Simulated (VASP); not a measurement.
```
Se
1.0
    2.14199    -3.71004     0.00000
    2.14199     3.71004     0.00000
    0.00000     0.00000     5.26564
Se
3
Direct
  0.00000   0.24099   0.66667
  0.75901   0.75901   0.00000
  0.24099   0.00000   0.33333
```

The numbers are results of optB88-vdW, VASP's PBE PAW potentials (set 64) (plane waves; VASP), not measurements. Numerical set-up: 520 eV cut-off, 6×6×5 Γ-centred mesh, Gaussian smearing of 0.050 eV, potentials Se.

Q: The ions and cell shape at fixed volume are relaxed. What does this cell relax into?

A: 
```
Se
1.0
    2.16701    -3.75337     0.00000
    2.16701     3.75337     0.00000
    0.00000     0.00000     5.14479
Se
3
Direct
  0.00000   0.23248   0.66667
  0.76752   0.76752   0.00000
  0.23248   0.00000   0.33333
```
Space group P3_121 (152), at a tolerance of 0.03 Å.

Q: How much energy does the relaxation gain?

A: The energy (σ→0) changes by -10.6 meV/atom, in 6 ionic steps.

The compound is Se in the trig structure. This cell is one point of a volume scan, at 1.06 of the reference volume. Symmetry was kept, so distortions that lower it aren't found.
